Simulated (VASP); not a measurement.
```xyz
3
Lattice="1.8148 -3.1434 0.0000 1.8148 3.1434 0.0000 0.0000 0.0000 5.8256" Properties=species:S:1:pos:R:3 pbc="T T T"
Zr     0.0000     0.0000     0.0000
S      1.8148     1.0478     1.4534
S      1.8148    -1.0478     4.3722
```

Computed with PBEsol GGA, VASP's PBE PAW potentials (set 64) (plane waves; VASP 6.6.1). Settings: 480 eV cut-off, 6×6×4 Γ-centred mesh, Gaussian smearing of 0.050 eV, potentials Zr_sv S.

Without a dispersion term in the relaxation, distances and binding between the weakly bound layers, chains or molecules are unreliable, and so is what depends on them.

### Question
Estimate the energy per atom (σ→0), band gap (on the k-mesh) with the smallest direct gap where there is one.

### Answer

band gap (on the k-mesh): 0.72 eV
smallest direct gap (on the k-mesh): 1.48 eV
energy per atom (σ→0): -7.516 eV/atom

The absolute energy has meaning only against runs of the same code, potentials and settings.

The compound is ZrS2 in the 1T layered structure. It was relaxed first.
